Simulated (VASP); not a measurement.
Data:

```xyz
2
Lattice="0.0000 2.0919 2.0919 2.0919 0.0000 2.0919 2.0919 2.0919 0.0000" Properties=species:S:1:pos:R:3 pbc="T T T"
O      2.0919     2.0919     2.0919
Ni     0.0000     0.0000     0.0000
```
Starting moments (μB, in the order of the record's atoms O Ni): 0.3 1.4.

Computed with PBE GGA with D3 dispersion (Becke-Johnson damping), VASP's PBE PAW potentials (set 64) (plane waves; VASP). Run with 520 eV cut-off, Gaussian smearing of 0.050 eV, potentials O Ni.

The moments were started parallel, and other spin orders were not tried in this run.

Question: Give the spin-up energies of bands 2 to 10 at the high-symmetry points, in eV from the Fermi level.

Answer: 
```csv
band,Γ,X,U,L,W
2,-3.15,-6.87,-6.51,-8.18,-6.12
3,-3.15,-4.27,-6.27,-5.88,-6.12
4,-2.98,-4.27,-5.33,-5.88,-5.99
5,-2.98,-3.52,-2.61,-1.97,-2.40
6,-2.98,-2.81,-1.87,-1.97,-1.91
7,-2.66,-2.27,-1.79,-1.44,-1.91
8,-2.66,-1.67,-1.55,0.27,-1.66
9,-2.66,-1.67,-1.18,0.27,-1.26
10,1.50,6.09,7.73,5.58,8.42
```

Question: Give the spin-down energies of bands 2 to 10 at the high-symmetry points, in eV from the Fermi level.

Answer: 
| band | Γ | X | U | L | W |
|---|---|---|---|---|---|
| 2 | -2.46 | -6.52 | -6.13 | -7.80 | -5.71 |
| 3 | -2.46 | -3.81 | -5.77 | -4.77 | -5.71 |
| 4 | -2.46 | -3.81 | -4.36 | -4.77 | -5.12 |
| 5 | -1.84 | -2.81 | -1.64 | -0.96 | -1.09 |
| 6 | -1.84 | -0.77 | -0.90 | -0.96 | -1.09 |
| 7 | -1.84 | -0.77 | -0.67 | -0.58 | -0.77 |
| 8 | -0.60 | -0.17 | 0.49 | 2.21 | 0.23 |
| 9 | -0.60 | 0.35 | 1.00 | 2.21 | 0.98 |
| 10 | 1.85 | 6.54 | 8.18 | 5.75 | 8.96 |

It has no gap at this level: it comes out as a metal or semimetal.

The structure comes from a measured NiO entry (Fm-3m) of the Crystallography Open Database, whose conditions weren't checked. It was relaxed first.
